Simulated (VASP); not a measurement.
Here is the system:

```xyz
2
Lattice="0.0000 2.8496 2.8496 2.8496 0.0000 2.8496 2.8496 2.8496 0.0000" Properties=species:S:1:pos:R:3 pbc="T T T"
Ge     2.8496     2.8496     5.6992
Sn     2.8496     2.8496     2.8496
```

Computed with PBEsol GGA, VASP's PBE PAW potentials (set 64) (plane waves; VASP 6.6.1). Numerical set-up: 400 eV cut-off, 12×12×12 Γ-centred mesh, tetrahedra with Blöchl corrections, potentials Ge_d Sn_d.

Unless said otherwise, spin-orbit coupling is left out, though it shifts the bands of the heavy elements here.

Problem. What does the run give for the energy per atom (σ→0), band gap (on the k-mesh) with the smallest direct gap where there is one?

Solution. 
| Property | Value |
|---|---|
| band gap (on the k-mesh) | none (metal, semimetal or under 0.01 eV) |
| energy per atom (σ→0) | -4.474 eV/atom |

The structure was generated: GeSn was put into the rock salt type (Fm-3m), which need not be its known phase. It was relaxed first, which changed the volume by +6 %.
